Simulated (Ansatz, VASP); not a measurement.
# Sr2C: VASP beside Ansatz

Aim: how closely do two programs agree when they are given the same cell, functional and k mesh? The cell is generated by rule, not measured, and may not be a known phase. The cell is taken from a series of runs on this material, whose earlier steps may have relaxed, scaled, displaced or heated it; both programs get it as it stands.

Method: plane waves, with VASP 6.6.1 beside it; zone-centre phonons at PBEsol, in Ansatz 0.2.0.

The structure was built from a prototype and need not be the compound's stable phase.

## Step 1: The starting structure

Symmetry: P4_2/nmc, No. 137, tetragonal system. Conventional cell: a = 4.704 Å, b = 4.704 Å, c = 7.064 Å, α = 90.00°, β = 90.00°, γ = 90.00°. Nearest to Sr lie 2 C at 2.66 Å. C has 4 Sr at 2.66 Å nearest. Farther neighbours are not listed.

Coordinates:

```cif
data_structure
_symmetry_space_group_name_H-M 'P 1'
_symmetry_Int_Tables_number 1
_cell_length_a 4.7042
_cell_length_b 4.7042
_cell_length_c 7.0641
_cell_angle_alpha 90.000
_cell_angle_beta 90.000
_cell_angle_gamma 90.000
_cell_volume 156.32
loop_
_atom_site_label
_atom_site_type_symbol
_atom_site_fract_x
_atom_site_fract_y
_atom_site_fract_z
_atom_site_occupancy
Sr1 Sr 0.00000 0.50000 0.67492 1
Sr2 Sr 0.50000 0.00000 0.32508 1
Sr3 Sr 0.00000 0.50000 0.17492 1
Sr4 Sr 0.50000 0.00000 0.82508 1
C5 C 0.50000 0.50000 0.50000 1
C6 C 0.00000 0.00000 0.00000 1
```

## Step 2: Ansatz: zone-centre phonons, PBEsol

Ansatz runs on its default PAW (the set named soft_2) files.

Second derivatives magnify differences that forces hide, and they need a tight electronic threshold.

Contents of input.yaml:

```yaml
crystal:
  lattice:
    - [4.7041515493, 0.0, 0.0]
    - [0.0, 4.7041515493, 0.0]
    - [0.0, 0.0, 7.0641027438]
  atoms:
    - { symbol: Sr, position: [0.0, 0.5, 0.6749213232] }
    - { symbol: Sr, position: [0.5, 0.0, 0.3250786768] }
    - { symbol: Sr, position: [0.0, 0.5, 0.1749213232] }
    - { symbol: Sr, position: [0.5, 0.0, 0.8250786768] }
    - { symbol: C, position: [0.5, 0.5, 0.5] }
    - { symbol: C, position: [0.0, 0.0, 0.0] }
kpoints:
  mp_grid: { grid: [8, 8, 6] }
hamiltonian:
  xc: pbesol
scf:
  occupations: { method: methfessel_paxton, width: 0.15 }
output:
  eigenvalues: true
phonons:
  method: dfpt
```

On the command line:

```sh
ansatz run input.yaml --threads 4 --pin off --max-ram 7168MiB --backend cpu --events-out ev --progress --plain --runs-dir out
```

Numbers of over 12 decimals in the logs are rounded to 6 here.

Log:

```text
zone centre: on kpoints.mp_grid the ground state, and the responses unless they are solved on pairs of k-points, stand on 100 of the mesh's 384 k-points, reduced under 4 symmetry operations, with k and −k counted as one. Each operation leaves every solved displacement unchanged or reverses it
Engine: ansatz 0.2.0, aarch64-unknown-linux-gnu
Pseudopotentials: kind: paw
Pseudopotential: Sr, paw, valence charge 10, recommended cutoff 420 eV (normal), Sr.paw.azcp
Pseudopotential: C, paw, valence charge 4, recommended cutoff 420 eV (normal), C.paw.azcp
Functional definition: PBEsol
  exchange = pbesol_x
  correlation = pbesol_c
Crystal: 6 atoms, lattice volume = 156.322 Å³
Basis set: ecut = 420 eV, 3055 PW (Γ), exchange–correlation on 64×64×96 points (8 copies of the dense FFT grid, shifted against one another)
Bands: 30, of which v1, the nominal top of the filled ones, is band 24 counted from 1 (23 counted from 0)
Symmetry: 16 space group operations
k-points: 100 of 384 (irreducible under 4 space group operations, time reversal used)
Non-local potential: Sr, projectors of the file, l = 0: 3, l = 1: 2, l = 2: 2
Non-local potential: C, projectors of the file, l = 0: 2, l = 1: 2, l = 2: 1
PAW form: soft (Blöchl's): semilocal exchange-correlation on the pseudo side does not see the compensation charge
PAW frozen core: Sr, regenerated for the run's functional, and the local potential with it (the file was generated under x = pbe(κ = 0.804, μ = 0.219515), c = pbe(β = 0.066725))
PAW frozen core: C, regenerated for the run's functional, and the local potential with it (the file was generated under x = pbe(κ = 0.804, μ = 0.219515), c = pbe(β = 0.066725))
PAW one-centre angular grid: Sr, 110 points (default); XC on 64 Gauss nodes
PAW one-centre angular grid: C, 110 points (default); XC on 64 Gauss nodes
Initial density: superposition of atomic densities (neutral atoms: chi_scale 0, normalization atom), corrected by the library's trained network
Initial wavefunctions: pseudopotential atomic-orbital guess
Functional: x = pbesol(κ = 0.804, μ = 0.123457), c = pbesol(β = 0.046)
SCF iter   1: F=—  HF=-14458.906021 eV  |F-HF|=—  |Δ(HF+E_count)|=         —  Δρ=4.31e-3  dr2=4.91e-2  ethr=1.77e-3  ⟨swp⟩=9.9  Hψ=17078  notcnv=0
preconditioner: auto → Kerker (q_TF=auto, 2.241 Å⁻¹)  [metal: Δε(μ)=0.045 eV  Ē_g=13.188 eV  σ=0.150 eV  W_gap=0.25  n_scr=36 (ndim 8)  ℏωp=18.8 eV  f_vac=0.000  D(μ)=2.13/eV (n_scr^D=6)]
SCF iter   2: F=—  HF=-14458.902934 eV  |F-HF|=—  |Δ(HF+E_count)|=   3.09e-3  S|Δr|=    0.00e0  Δρ=2.71e-3  dr2=2.50e-2  ethr=1.02e-4  ⟨swp⟩=1.5  Hψ=4239  notcnv=0
SCF iter   3: F=—  HF=-14458.899399 eV  |F-HF|=—  |Δ(HF+E_count)|=   3.53e-3  S|Δr|=    0.00e0  Δρ=8.58e-4  dr2=2.65e-3  ethr=5.21e-5  ⟨swp⟩=1.0  Hψ=2901  notcnv=0
SCF iter   4: F=—  HF=-14458.899222 eV  |F-HF|=—  |Δ(HF+E_count)|=   1.77e-4  S|Δr|=    0.00e0  Δρ=2.23e-4  dr2=1.08e-4  ethr=5.51e-6  ⟨swp⟩=2.1  Hψ=4863  notcnv=0
SCF iter   5: F=—  HF=-14458.899218 eV  |F-HF|=—  |Δ(HF+E_count)|=   4.04e-6  S|Δr|=    0.00e0  Δρ=6.25e-5  dr2=4.81e-6  ethr=2.24e-7  ⟨swp⟩=2.0  Hψ=4853  notcnv=0
SCF iter   6: F=—  HF=-14458.899218 eV  |F-HF|=—  |Δ(HF+E_count)|=   4.13e-8  S|Δr|=    0.00e0  Δρ=2.10e-5  dr2=8.62e-7  ethr=1.00e-8  ⟨swp⟩=2.2  Hψ=4970  notcnv=0
SCF iter   7: F=—  HF=-14458.899222 eV  |F-HF|=—  |Δ(HF+E_count)|=   3.96e-6  S|Δr|=    0.00e0  Δρ=3.68e-6  dr2=2.00e-8  ethr=1.80e-9  ⟨swp⟩=2.9  Hψ=5261  notcnv=0
SCF iter   8: F=—  HF=-14458.899222 eV  |F-HF|=—  |Δ(HF+E_count)|=   4.13e-9  S|Δr|=    0.00e0  Δρ=6.44e-7  dr2=6.67e-10  ethr=4.16e-11  ⟨swp⟩=3.0  Hψ=5417  notcnv=0
SCF iter   9: F=—  HF=-14458.899222 eV  |F-HF|=—  |Δ(HF+E_count)|=  1.67e-10  S|Δr|=    0.00e0  Δρ=1.39e-7  dr2=5.15e-11  ethr=1.39e-12  ⟨swp⟩=2.9  Hψ=5505  notcnv=0
SCF iter  10: F=-14458.899222 eV  HF=-14458.899222 eV  |F-HF|=7.28e-12  |Δ(HF+E_count)|=  9.09e-12  S|Δr|=    0.00e0  Δρ=4.01e-8  dr2=4.31e-12  ethr=1.00e-12  ⟨swp⟩=10.4  Hψ=16324  notcnv=0
SCF 1 converged in 10 iterations: F = -14458.899222 eV  dr2 = 4.31e-12
  greatest PAW one-centre occupation: 0.987 electrons in one spin orbital (limit 2), on the Sr atom at site 3 (counted from 0), in its partial waves of l = 0
DFPT response loops at Γ: preconditioner auto → Kerker (q_TF=auto, 2.241 Å⁻¹) (partly filled bands, converged f_vac=0.000); β = 1.00, the filter's whole step (`scf.mixing.beta` (0.50) is not read by the response loops under this deck's `scf.mixing.preconditioner`; to damp them name `kerker` or `kerker_dos`, under which they read `scf.mixing.beta`, and type it under 1.00, their step now; both keys bind the ground state too); Broyden in place of MSR1
SCF converged after 10 iterations
Stability not checked: this state was not tested for a lower state beside it, because cold or Methfessel-Paxton smearing, or corrected tetrahedra, fill the levels in a way that the test cannot read (fill_not_monotonic; see scf.lower_state_search)
Free energy (F): -14458.899222 eV
Harris-Foulkes:  -14458.899222 eV  (|F-HF|=7.28e-12)
Internal energy: -14458.906331 eV  (E = F + TS)
E sigma→0 (E₀):  -14458.900999 eV
Entropy (-TS):   0.007109 eV (1.185 meV/atom)
Fermi energy:    7.778858 eV
Step filling:    the computed levels leave a gap of 0.0000 eV = 0.0 smearing widths at the electron count; against every level under it full and every level over it empty, smearing changes F+E_penalty+E_count by +2.307 meV and its σ→0 estimate by +0.529 meV
--- Per-component energies (eV) ---
  E_band       = -353.702957
  E_kinetic    = 1147.392611
  E_local      = -2751.001268  (includes V_loc(G=0)·N_el)
  E_nonlocal   = 868.058764
  E_hartree    = 660.118847
  E_xc         = -779.572335
  E_vxc        = -761.608645  (∫ρ·V_xc dr)
  E_paw        = -10766.310573  (= ΣΔE_a)
  E_vpaw       = -176.782133  (= ΣTr[D̂ρ^β])
  E_aug_tail   = 0.000004  (compensation charges beyond the density's cutoff)
  E_ewald      = -2838.171972
  E_core_change = 0.579591  (= ΣΔE_core)
  E_smearing   = 0.007109  (= −TS)
  E_closure    = -0.000000  (closes the sum)
  Σ components = -14458.899222   (vs F -14458.899222, Δ=0.00e0)
--- Band table (eV; the first three rows and the last of 100) ---
  k-point 0: bands = [... 20 lower, 6.9201, 6.9201, 7.1847, 7.6959, 7.8163, 7.8163, 8.9435, 9.7565, ... 2 higher]
  k-point 1: bands = [... 20 lower, 6.9825, 6.9825, 7.6322, 7.7647, 7.7647, 7.8994, 9.0702, 9.8143, ... 2 higher]
  k-point 2: bands = [... 20 lower, 7.1537, 7.1537, 7.6124, 7.6124, 8.3388, 8.3424, 9.3625, 9.9828, ... 2 higher]
  k-point 99: bands = [... 20 lower, 6.6250, 6.6250, 7.7348, 7.7348, 8.3926, 8.3926, 10.8427, 10.8427, ... 2 higher]
--- Phonons (Γ-DFPT): 5 representative perturbations + reference, on 100 of 384 k-points (Σ response iterations 16) ---
  k mesh reduced under 4 symmetry operations, with k and −k counted as one. Each operation leaves every solved displacement unchanged or reverses it
  ASR residual: 2.529e-5 → 0.000e0 eV/Å²; symmetrization residual: 3.997e-6 eV/Å²
  ASR residual per site (eV/Å²): 2.53e-5 2.53e-5 2.53e-5 2.53e-5 7.30e-6 7.30e-6
  Γ frequencies (cm⁻¹): -40.39 -40.39 0.00 0.00 0.00 81.33 86.87 86.87 103.54 152.06 152.06 155.46 217.33 276.22 276.22 284.98 284.98 341.49
  non-analytic LO–TO correction: not included (Born effective charges unavailable; polar crystals: no LO–TO splitting at Γ)
```

The column dr2 measures how far the density is from self-consistency, as an energy; F and HF (Harris–Foulkes) agree once it is small.

[end of part 1 of 3]

[Lines on the potential files, build, host, timing and source positions are cut from VASP's logs without a mark.]

[Logs are printed without paths, hosts, clocks, repeated set-up lines and the standing remarks that a program may print on its own settings, such as how far it seeks lower states.]

[Hosts, paths, dates, database ids (printed as entryN), source tags and the programs' standing remarks are cut or masked in the printed files.]
